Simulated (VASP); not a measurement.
Output of a VASP run:

**OUTCAR**
```
 ion  position               nearest neighbor table
   1  0.000  0.000  0.000-   2 2.49   2 2.49   2 2.49   2 2.49   2 2.49   2 2.49   2 2.49   2 2.49
  LATTYP: Found a simple cubic cell.
 ALAT       =     2.8763801997
 Subroutine PRICEL returns:
 Original cell was already a primitive cell.
 Subroutine GETGRP returns: Found 48 space group operations
The static configuration has the point symmetry O_h .
The dynamic configuration has the point symmetry O_h .
 Subroutine INISYM returns: Found 48 space group operations
 Subroutine IBZKPT returns following result:
 Found     84 irreducible k-points:

 Following reciprocal coordinates:
            Coordinates               Weight
  0.000000  0.000000  0.000000      1.000000
  0.083333  0.000000  0.000000      6.000000
  0.166667  0.000000  0.000000      6.000000
  0.250000  0.000000  0.000000      6.000000
  0.333333  0.000000  0.000000      6.000000
  0.416667  0.000000  0.000000      6.000000
  0.500000  0.000000  0.000000      3.000000
  0.083333  0.083333  0.000000     12.000000
  0.166667  0.083333  0.000000     24.000000
  0.250000  0.083333  0.000000     24.000000
  0.333333  0.083333  0.000000     24.000000
  0.416667  0.083333  0.000000     24.000000
  0.500000  0.083333  0.000000     12.000000
  0.166667  0.166667  0.000000     12.000000
  0.250000  0.166667  0.000000     24.000000
  0.333333  0.166667  0.000000     24.000000
  0.416667  0.166667  0.000000     24.000000
  0.500000  0.166667  0.000000     12.000000
  0.250000  0.250000  0.000000     12.000000
  0.333333  0.250000  0.000000     24.000000
  0.416667  0.250000  0.000000     24.000000
  0.500000  0.250000  0.000000     12.000000
  0.333333  0.333333  0.000000     12.000000
  0.416667  0.333333  0.000000     24.000000
  0.500000  0.333333  0.000000     12.000000
  0.416667  0.416667  0.000000     12.000000
  0.500000  0.416667  0.000000     12.000000
  0.500000  0.500000  0.000000      3.000000
  0.083333  0.083333  0.083333      8.000000
  0.166667  0.083333  0.083333     24.000000
  0.250000  0.083333  0.083333     24.000000
  0.333333  0.083333  0.083333     24.000000
  0.416667  0.083333  0.083333     24.000000
  0.500000  0.083333  0.083333     12.000000
  0.166667  0.166667  0.083333     24.000000
  0.250000  0.166667  0.083333     48.000000
  0.333333  0.166667  0.083333     48.000000
  0.416667  0.166667  0.083333     48.000000
  0.500000  0.166667  0.083333     24.000000
  0.250000  0.250000  0.083333     24.000000
   k-points           NKPTS =     84   k-points in BZ     NKDIM =     84   number of bands    NBANDS=     14
   number of dos      NEDOS =    301   number of ions     NIONS =      2
   total plane-waves  NPLWV =  13824
   dimension x,y,z NGX =    24 NGY =   24 NGZ =   24
   dimension x,y,z NGXF=    48 NGYF=   48 NGZF=   48
   ions per type =               1   1
   PREC   = accura    normal or accurate (medium, high low for compatibility)
   ISTART =      0    job   : 0-new  1-cont  2-samecut
   ICHARG =      2    charge: 1-file 2-atom 10-const
   ISPIN  =      1    spin polarized calculation?
   LNONCOLLINEAR =      F non collinear calculations
   LSORBIT =      F    spin-orbit coupling
   INIWAV =      1    electr: 0-lowe 1-rand  2-diag
   ENCUT  =  520.0 eV  38.22 Ry    6.18 a.u.   5.35  5.35  5.35*2*pi/ulx,y,z
   NELM   =    100;   NELMIN=  2; NELMDL= -5     # of ELM steps
   EDIFF  = 0.1E-06   stopping-criterion for ELM
   LREAL  =      F    real-space projection
   NLSPLINE    = F    spline interpolate recip. space projectors
   LMAXMIX     =    4 max onsite mixed and CHGCAR
   VOSKOWN=      0    Vosko Wilk Nusair interpolation
   EDIFFG = 0.1E-05   stopping-criterion for IOM
   NSW    =      0    number of steps for IOM
   NBLOCK =      1;   KBLOCK =      1    inner block; outer block
   IBRION =     -1    ionic relax: 0-MD 1-quasi-New 2-CG
   NFREE  =      0    steps in history (QN), initial steepest desc. (CG)
...
```

File OSZICAR:
```
       N       E                     dE             d eps       ncg     rms          rms(c)
DAV:   1     0.156442146133E+03    0.15644E+03   -0.10525E+04  2352   0.192E+03
DAV:   2    -0.389744313750E+01   -0.16034E+03   -0.15784E+03  2400   0.412E+02
DAV:   3    -0.126723775818E+02   -0.87749E+01   -0.86926E+01  3742   0.107E+02
DAV:   4    -0.129315020304E+02   -0.25912E+00   -0.25854E+00  2810   0.154E+01
DAV:   5    -0.129417683888E+02   -0.10266E-01   -0.10266E-01  3482   0.272E+00    0.153E+01
DAV:   6    -0.114595292081E+02    0.14822E+01   -0.14214E+01  2556   0.590E+01    0.787E+00
DAV:   7    -0.126348970261E+02   -0.11754E+01   -0.23327E+01  3666   0.523E+01    0.184E+01
DAV:   8    -0.107556231841E+02    0.18793E+01   -0.11608E+01  3460   0.358E+01    0.181E+00
DAV:   9    -0.107845149554E+02   -0.28892E-01   -0.27432E-01  3358   0.561E+00    0.182E+00
DAV:  10    -0.107682770851E+02    0.16238E-01   -0.79929E-02  3502   0.374E+00    0.458E-01
DAV:  11    -0.107669714451E+02    0.13056E-02   -0.70846E-03  3040   0.985E-01    0.206E-01
DAV:  12    -0.107666339947E+02    0.33745E-03   -0.12880E-03  3734   0.354E-01    0.509E-02
DAV:  13    -0.107666181748E+02    0.15820E-04   -0.63709E-05  2780   0.881E-02    0.302E-02
DAV:  14    -0.107666125020E+02    0.56728E-05   -0.32778E-05  3434   0.585E-02    0.342E-03
DAV:  15    -0.107666124216E+02    0.80329E-07   -0.98776E-07  2696   0.140E-02
   1 F= -.10766612E+02 E0= -.10766358E+02  d E =-.763234E-03
```

File OUTCAR:
```
------------------------ aborting loop because EDIFF is reached ----------------------------------------
  FORCE on cell =-STRESS in cart. coord.  units (eV):
  Direction    XX          YY          ZZ          XY          YZ          ZX
  --------------------------------------------------------------------------------------
  Total        1.9304913      1.9304913      1.9304913      0.0000000      0.0000000      0.0000000
  in kB      129.9689321    129.9689321    129.9689321      0.0000000      0.0000000      0.0000000
  external PRESSURE =     129.9689321 kB  Pullay stress =       0.0000000 kB
  volume of cell :       23.80
      direct lattice vectors                 reciprocal lattice vectors
     2.876380200  0.000000000  0.000000000     0.347659186  0.000000000  0.000000000
     0.000000000  2.876380200  0.000000000     0.000000000  0.347659186  0.000000000
     0.000000000  0.000000000  2.876380200     0.000000000  0.000000000  0.347659186
 POSITION                                       TOTAL-FORCE (eV/Angst)
 -----------------------------------------------------------------------------------
      0.00000      0.00000      0.00000         0.000000      0.000000      0.000000
      1.43819      1.43819      1.43819         0.000000      0.000000      0.000000
 -----------------------------------------------------------------------------------
    total drift:                                0.000000      0.000000     -0.000000
  FREE ENERGIE OF THE ION-ELECTRON SYSTEM (eV)
  ---------------------------------------------------
  free  energy   TOTEN  =       -10.7666124216 eV

  energy  without entropy=      -10.7658491874  energy(sigma->0) =      -10.76635801
```
(Selected blocks of OUTCAR.)

POSCAR:
```
TiCo
1
    2.8763801997     0.0000000000     0.0000000000
    0.0000000000     2.8763801997     0.0000000000
    0.0000000000     0.0000000000     2.8763801997
Ti Co
1 1
Direct
  0.0000000000   0.0000000000   0.0000000000
  0.5000000000   0.5000000000   0.5000000000
```

Problem. Reconstruct the remaining input files.

Solution. One answer among several that fit: the input of the run itself, vdW-DF-cx, plane waves, VASP's PBE PAW potentials (set 64).

KPOINTS:
```
kpoints
0
G
 12 12 12
0 0 0
```

### INCAR
```
SYSTEM = TiCo
PREC = Accurate; ENCUT = 520; LREAL = .FALSE.
LASPH = .TRUE.
EDIFF = 1E-7; NELM = 100; ALGO = Normal
LMAXMIX = 4
ISMEAR = 1; SIGMA = 0.1
GGA = CX; LUSE_VDW = .TRUE.; AGGAC = 0.0
ISIF = 2
LWAVE = .FALSE.; LCHARG = .FALSE.
```

POTCAR, in this order: Ti_sv Co (PBE.64 set). Program: vasp_std.

The compound is TiCo in the CsCl type structure. This cell is one point of a volume scan, at 0.94 of the reference volume. The run is not spin-polarised, so no magnetic state was tried. The electron count is odd and the run is not spin-polarised, which forces a metal.
